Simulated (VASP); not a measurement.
Crystal: C.

```xyz
4
Lattice="2.4610 0.0000 0.0000 -1.2305 2.1313 0.0000 0.0000 0.0000 6.1714" Properties=species:S:1:pos:R:3 pbc="T T T"
C     0.0000    0.0000    1.5428
C     0.0000    1.4209    1.5428
C     0.0000    0.0000    4.6285
C     1.2305    0.7104    4.6285
```

The cell was built by a generator and needn't be a form met in nature.

Base run:

| Quantity | Value |
| --- | --- |
| Program | VASP 6.6.1 |
| Functional | vdW-DF2 |
| Potentials or basis | VASP PAW PBE potentials, release 64 (C) |
| Cutoff | 520 eV |
| k mesh | 16 × 16 × 4 |
| Occupations | fermi-dirac, width 0.05 eV |
| Spin | no spin polarisation |

Its results: band gap on the k mesh 0.28 eV, direct; pressure 8.2 GPa.

Question: The run is repeated on the same cell with these changes: functional from vdW-DF2 to optB86b-vdW. What comes out?

Answer: Band gap on the k mesh 0.27 eV, direct; pressure 3.6 GPa.

Caveats: the PAW data sets were made with another functional, which shifts forces and pressure a little.

A k mesh can miss the band edges.

Not every run made on this cell is shown here.
